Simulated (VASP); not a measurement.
These are TPSS meta-GGA, VASP's PBE PAW potentials (set 64) (plane waves; VASP 6.6.1) values and carry that method's errors.

A VASP calculation is set up with these files.

POSCAR:
```
KTaO3
1.0
  4.0191722616   0.0000000000   0.0000000000
  0.0000000000   4.0191722616   0.0000000000
  0.0000000000   0.0000000000   4.0191722616
K Ta O
1 1 3
Cartesian
  0.0000000000   0.0000000000   0.0000000000
  2.0095861308   2.0095861308   2.0095861308
  2.0095861308   0.0000000000   2.0095861308
  0.0000000000   2.0095861308   2.0095861308
  2.0095861308   2.0095861308   0.0000000000
```

### INCAR
```
# general
SYSTEM  = KTaO3
PREC    = Accurate
ENCUT   = 520
LREAL   = .FALSE.
LASPH   = .TRUE.

# electronic loop
EDIFF   = 1E-6
NELM    = 100
ALGO    = Normal
LMAXMIX = 6
LMIXTAU = .TRUE.

# smearing
ISMEAR  = 0
SIGMA   = 0.05

# functional
METAGGA = TPSS

# ions
IBRION  = 2
NSW     = 60
ISIF    = 3
EDIFFG  = -0.02

# output
LWAVE   = .FALSE.
LCHARG  = .FALSE.
```

**KPOINTS**
```
K-points
0
gamma
  5 5 5
```

POTCAR, in this order: K_sv Ta_pv O (PBE.64 set). Program: vasp_std.

The resulting files:

OUTCAR:
```
 ion  position               nearest neighbor table
   1  0.000  0.000  0.000-   3 2.84   4 2.84   5 2.84   3 2.84   4 2.84   4 2.84   5 2.84   4 2.84
                             3 2.84   5 2.84   3 2.84   5 2.84   2 3.48   2 3.48   2 3.48   2 3.48
   2  0.500  0.500  0.500-   3 2.01   4 2.01   5 2.01   5 2.01   3 2.01   4 2.01   1 3.48   1 3.48
                             1 3.48   1 3.48   1 3.48   1 3.48   1 3.48   1 3.48
   3  0.500  0.000  0.500-   2 2.01   2 2.01   1 2.84   1 2.84   1 2.84   1 2.84
   4  0.000  0.500  0.500-   2 2.01   2 2.01   1 2.84   1 2.84   1 2.84   1 2.84
   5  0.500  0.500  0.000-   2 2.01   2 2.01   1 2.84   1 2.84   1 2.84   1 2.84
  LATTYP: Found a simple cubic cell.
 ALAT       =     4.0191722616
 Subroutine PRICEL returns:
 Original cell was already a primitive cell.
 Subroutine GETGRP returns: Found 48 space group operations
The static configuration has the point symmetry O_h .
The dynamic configuration has the point symmetry O_h .
 Subroutine INISYM returns: Found 48 space group operations
 Subroutine IBZKPT returns following result:
 Found     10 irreducible k-points:

 Following reciprocal coordinates:
            Coordinates               Weight
  0.000000  0.000000  0.000000      1.000000
  0.200000  0.000000  0.000000      6.000000
  0.400000  0.000000  0.000000      6.000000
  0.200000  0.200000  0.000000     12.000000
  0.400000  0.200000  0.000000     24.000000
  0.400000  0.400000  0.000000     12.000000
  0.200000  0.200000  0.200000      8.000000
  0.400000  0.200000  0.200000     24.000000
  0.400000  0.400000  0.200000     24.000000
  0.400000  0.400000  0.400000      8.000000
   k-points           NKPTS =     10   k-points in BZ     NKDIM =     10   number of bands    NBANDS=     23
   number of dos      NEDOS =    301   number of ions     NIONS =      5
   total plane-waves  NPLWV =  27000
   dimension x,y,z NGX =    30 NGY =   30 NGZ =   30
   dimension x,y,z NGXF=    60 NGYF=   60 NGZF=   60
   ions per type =               1   1   3
   PREC   = accura    normal or accurate (medium, high low for compatibility)
   ISTART =      0    job   : 0-new  1-cont  2-samecut
   ICHARG =      2    charge: 1-file 2-atom 10-const
   ISPIN  =      1    spin polarized calculation?
   LNONCOLLINEAR =      F non collinear calculations
   LSORBIT =      F    spin-orbit coupling
   INIWAV =      1    electr: 0-lowe 1-rand  2-diag
   ENCUT  =  520.0 eV  38.22 Ry    6.18 a.u.   7.47  7.47  7.47*2*pi/ulx,y,z
   NELM   =    100;   NELMIN=  2; NELMDL= -5     # of ELM steps
   EDIFF  = 0.1E-05   stopping-criterion for ELM
   LREAL  =      F    real-space projection
   NLSPLINE    = F    spline interpolate recip. space projectors
   LMAXMIX     =    6 max onsite mixed and CHGCAR
   VOSKOWN=      0    Vosko Wilk Nusair interpolation
   EDIFFG = -.2E-01   stopping-criterion for IOM
   NSW    =     60    number of steps for IOM
   NBLOCK =      1;   KBLOCK =     60    inner block; outer block
   IBRION =      2    ionic relax: 0-MD 1-quasi-New 2-CG
   NFREE  =      1    steps in history (QN), initial steepest desc. (CG)
   ISIF   =      3    stress and relaxation
   ISYM   =      2    0-nonsym 1-usesym 2-fastsym
   TEIN   =    0.0    initial temperature
   TEBEG  =    0.0;   TEEND  =   0.0 temperature during run
   SMASS  =  -3.00    Nose mass-parameter (am)
   PSTRESS=    0.0 pullay stress
   NELECT =      38.0000    total number of electrons
   EFERMI =   0.00;   METHOD = LEGACY
   ISMEAR =     0;   SIGMA  =   0.05  broadening in eV -4-tet -1-fermi 0-gaus
   IALGO  =     38    algorithm
   LDIAG  =      T    sub-space diagonalisation (order eigenvalues)
   IMIX   =      4    mixing-type and parameters
     AMIX     =   0.40;   BMIX     =  1.00
     AMIX_MAG =   1.60;   BMIX_MAG =  1.00
     AMIN     =   0.10
   METAGGA = TPSS    functional components
   VOSKOWN =     0    Vosko Wilk Nusair interpolation
   LHFCALC =     F    Hartree Fock is set to
   LHFONE  =     F    Hartree Fock one center treatment
...
```

### OSZICAR
```
       N       E                     dE             d eps       ncg     rms          rms(c)
DAV:   1     0.413518696083E+03    0.41352E+03   -0.22993E+04   460   0.198E+03
DAV:   2     0.135709676777E+02   -0.39995E+03   -0.39216E+03   651   0.531E+02
DAV:   3    -0.132403293274E+02   -0.26811E+02   -0.24690E+02   600   0.127E+02
DAV:   4    -0.143459685897E+02   -0.11056E+01   -0.11043E+01   850   0.305E+01
DAV:   5    -0.143569378984E+02   -0.10969E-01   -0.10967E-01   594   0.248E+00    0.103E+02
DAV:   6    -0.594862802853E+02   -0.45129E+02   -0.32569E+02   481   0.216E+02    0.414E+01
DAV:   7    -0.557945199685E+02    0.36918E+01   -0.11848E+01   574   0.300E+01    0.240E+01
DAV:   8    -0.552867343749E+02    0.50779E+00   -0.19520E+00   580   0.102E+01    0.143E+01
DAV:   9    -0.553658403550E+02   -0.79106E-01   -0.10739E+00   649   0.101E+01    0.370E+00
DAV:  10    -0.553310784232E+02    0.34762E-01   -0.77856E-01   717   0.903E+00    0.101E+00
DAV:  11    -0.556841761087E+02   -0.35310E+00   -0.11803E-01   516   0.380E+00    0.597E-01
DAV:  12    -0.556864943062E+02   -0.23182E-02   -0.10691E-02   589   0.849E-01    0.121E-01
DAV:  13    -0.556915073215E+02   -0.50130E-02   -0.18521E-03   565   0.416E-01    0.805E-02
DAV:  14    -0.556916659522E+02   -0.15863E-03   -0.94264E-04   698   0.218E-01    0.104E-02
DAV:  15    -0.556917083280E+02   -0.42376E-04   -0.50914E-05   574   0.701E-02    0.164E-02
DAV:  16    -0.556917009338E+02    0.73942E-05   -0.19725E-05   572   0.464E-02    0.625E-03
DAV:  17    -0.556917164565E+02   -0.15523E-04   -0.69442E-06   644   0.280E-02    0.393E-03
DAV:  18    -0.556917177343E+02   -0.12778E-05   -0.19039E-06   398   0.121E-02    0.147E-03
DAV:  19    -0.556917183314E+02   -0.59710E-06   -0.34580E-07   370   0.526E-03
   1 F= -.55691718E+02 E0= -.55691718E+02  d E =-.556917E+02
```

**OUTCAR**
```
------------------------ aborting loop because EDIFF is reached ----------------------------------------
  FORCE on cell =-STRESS in cart. coord.  units (eV):
  Direction    XX          YY          ZZ          XY          YZ          ZX
  --------------------------------------------------------------------------------------
  Total        0.0095568      0.0095568      0.0095568      0.0000000     -0.0000000      0.0000000
  in kB        0.2358386      0.2358386      0.2358386      0.0000000     -0.0000000      0.0000000
  external PRESSURE =       0.2358386 kB  Pullay stress =       0.0000000 kB
  volume of cell :       64.92
      direct lattice vectors                 reciprocal lattice vectors
     4.019172262  0.000000000  0.000000000     0.248807450  0.000000000  0.000000000
     0.000000000  4.019172262  0.000000000     0.000000000  0.248807450  0.000000000
     0.000000000  0.000000000  4.019172262     0.000000000  0.000000000  0.248807450
 POSITION                                       TOTAL-FORCE (eV/Angst)
 -----------------------------------------------------------------------------------
      0.00000      0.00000      0.00000         0.000000      0.000000      0.000000
      2.00959      2.00959      2.00959         0.000000      0.000000      0.000000
      2.00959      0.00000      2.00959         0.000000      0.000000      0.000000
      0.00000      2.00959      2.00959         0.000000      0.000000      0.000000
      2.00959      2.00959      0.00000         0.000000      0.000000      0.000000
 -----------------------------------------------------------------------------------
    total drift:                               -0.000000      0.000000     -0.000000
  FREE ENERGIE OF THE ION-ELECTRON SYSTEM (eV)
  ---------------------------------------------------
  free  energy   TOTEN  =       -55.6917183314 eV

  energy  without entropy=      -55.6917183314  energy(sigma->0) =      -55.69171833

 reached required accuracy - stopping structural energy minimisation
```
(Selected blocks of OUTCAR.)

The compound is KTaO3 in the cubic perovskite structure. It was relaxed first. The start is the result of an earlier pass.
